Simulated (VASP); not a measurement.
Consider the following.

```yaml
crystal:
  lattice:
    - [0.00000, 2.99582, 2.99582]
    - [2.99582, 0.00000, 2.99582]
    - [2.99582, 2.99582, 0.00000]
  atoms:
    - { symbol: Mg, position: [0.00000, 0.00000, 0.00000] }
    - { symbol: Se, position: [0.25000, 0.25000, 0.25000] }
```

These are HSE06 screened hybrid, VASP's PBE PAW potentials (set 64) (plane waves; VASP) values and carry that method's errors. Run with 400 eV cut-off, 6×6×6 Γ-centred mesh, Gaussian smearing of 0.050 eV, potentials Mg Se.

What does the run give for the energy per atom (σ→0), pressure, band gap (over the mesh, the named points and PBE's band edges) with the smallest direct gap where there is one?

* **band gap (over the mesh, the named points and PBE's band edges)**: 3.52 eV
* **smallest direct gap (over the mesh, the named points and PBE's band edges)**: 3.52 eV
* **energy per atom (σ→0)**: -4.403 eV/atom
* **pressure**: -1.13 GPa

Only differences to runs with the same potentials and settings are physical.

The structure comes from a computed database's MgSe entry (F-43m); how it stands against other phases isn't given here. It was relaxed first.
